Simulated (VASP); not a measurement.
Input for VASP

**POSCAR**
```
Ta2N
1
    2.9240370000     0.0000000000     0.0000000000
   -1.4620180000     2.5322910000     0.0000000000
    0.0000000000     0.0000000000    16.3510660000
N Ta
1 2
Direct
  0.0000000000   0.0000000000   0.5000000000
  0.3333330000   0.6666670000   0.5718930000
  0.6666670000   0.3333330000   0.4281070000
```

**KPOINTS**
```
Automatic mesh
0
Gamma
13 13 1
0 0 0
```

**INCAR**
```
SYSTEM=Ta2N
PREC=Accurate; ENCUT=400; LREAL=.False.
LASPH=.True.
EDIFF=1E-6; NELM=100; ALGO=Normal
LMAXMIX=6
ISMEAR=1; SIGMA=0.2
IBRION=2; NSW=50; ISIF=2
EDIFFG=-0.01
LWAVE=.False.; LCHARG=.False.
```

POTCAR, in this order: N Ta_pv (LDA.64 set). Program: vasp_std.

Q: Write an equivalent input for Ansatz.

A: One equivalent input (not run):
Ansatz 0.2 input:
```yaml
crystal:
  lattice:
    - [2.9240370, 0.0000000, 0.0000000]
    - [-1.4620180, 2.5322910, 0.0000000]
    - [0.0000000, 0.0000000, 16.3510660]
  atoms:
    - { symbol: N, position: [0.0000000, 0.0000000, 0.5000000] }
    - { symbol: Ta, position: [0.3333330, 0.6666670, 0.5718930] }
    - { symbol: Ta, position: [0.6666670, 0.3333330, 0.4281070] }
kpoints:
  mp_grid: { grid: [13, 13, 1] }
hamiltonian:
  xc: lda
  pseudopotentials: { kind: paw }
scf:
  occupations: { method: methfessel_paxton, width: 0.2 }
  max_iter: 100
relax:
  max_steps: 50
  f_tol: 0.01
output: { forces: true, stress: true, eigenvalues: true }
```
The two are equivalent in intent, not identical: each code has its own PAW files, so the cut-off isn't converted (ENCUT is set for VASP's; basis.ecutwfc is left out, and Ansatz then takes the one that its files recommend); Ansatz stops its SCF on the density residual and VASP on the energy change (EDIFF); Ansatz's lda is the Perdew-Wang form, while the LDA potentials of VASP carry Perdew-Zunger's.

The cell is a sheet with vacuum, built from a generated structure.
